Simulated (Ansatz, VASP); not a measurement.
# Ti2SiGe2 in VASP and in Ansatz

```
Ti Si Ge
1.0
     3.55792    0.00000    0.00000
    -1.77896    3.08125    0.00000
     0.00000    0.00000    7.90540
Ti Si Ge
2 1 2
Direct
  0.33333 0.66667 0.00000
  0.66667 0.33333 0.00000
  0.00000 0.00000 0.00000
  0.00000 0.00000 0.31985
  0.00000 0.00000 0.68015
```

Alike in both runs: task single point; functional PBE; k mesh 6 × 6 × 2; occupations gaussian, width 0.1 eV; no spin polarisation.

|  | VASP | Ansatz |
| --- | --- | --- |
| version | VASP 6.6.1 | Ansatz 0.2.0 |
| potentials or method | VASP PAW PBE potentials, release 64 (Ti_sv, Si, Ge_d) | scalar-relativistic, plane waves, PAW |
| plane-wave cutoff (eV) | 520 | 420 |
| valence electrons in the cell | 56 | 56 |

Ansatz gave:

| Item | Value |
| --- | --- |
| gap on the k mesh at the Fermi level (eV) | none |
| rms of the force components (eV/Å) | 0.304 |

Problem. What did VASP give for the same quantities?

Solution. gap on the k mesh at the Fermi level (eV): none; rms of the force components (eV/Å): 0.303.

Atom by atom the forces differ by 0.001 eV/Å (rms over components). A gap of «none» marks a metal or a gap that the smearing closes.

Caveats: the k mesh is coarse (spacing up to 0.40 Å⁻¹), so the values aren't converged.
